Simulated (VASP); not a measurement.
Method: PBE GGA, VASP's PBE PAW potentials (set 64) (plane waves; VASP).

The input files of a VASP run:

**POSCAR**
```
CdF2
1.0
  0.0000000000   2.7463675876   2.7463675876
  2.7463675876   0.0000000000   2.7463675876
  2.7463675876   2.7463675876   0.0000000000
Cd F
1 2
Cart
  2.7463675876   0.0000000000   2.7463675876
  1.3731837938   1.3731837938   1.3731837938
  4.1195513814   4.1195513814   4.1195513814
```

### KPOINTS
```
Automatic mesh
0
Gamma
9 9 9
0 0 0
```

### INCAR
```
# general
SYSTEM =CdF2
PREC   =Accurate
ENCUT  =520
LREAL  =F
LASPH  =T
NBANDS =51

# electronic loop
EDIFF  =1E-7
NELM   =100
ALGO   =Normal
LMAXMIX=4

# smearing
ISMEAR =0
SIGMA  =0.01

# functional
GGA    =PE

# output
LWAVE  =F
LCHARG =F
NEDOS  =1001

# other
LOPTICS=T
CSHIFT =0.1
```

POTCAR, in this order: Cd F (PBE.64 set). Program: vasp_std.

Q: What will the output report for the number of irreducible k-points (NKPTS), largest plane-wave count, number of space-group operations, FFT grid (NGX, NGY, NGZ)?

A: 
| Quantity | Value |
|---|---|
| number of irreducible k-points (NKPTS) | 35 |
| largest plane-wave count | 1139 |
| number of space-group operations | 48 |
| FFT grid (NGX, NGY, NGZ) | 30 × 30 × 30 |

The compound is CdF2 in the fluorite structure. It was relaxed first, which changed the volume by +6 %.
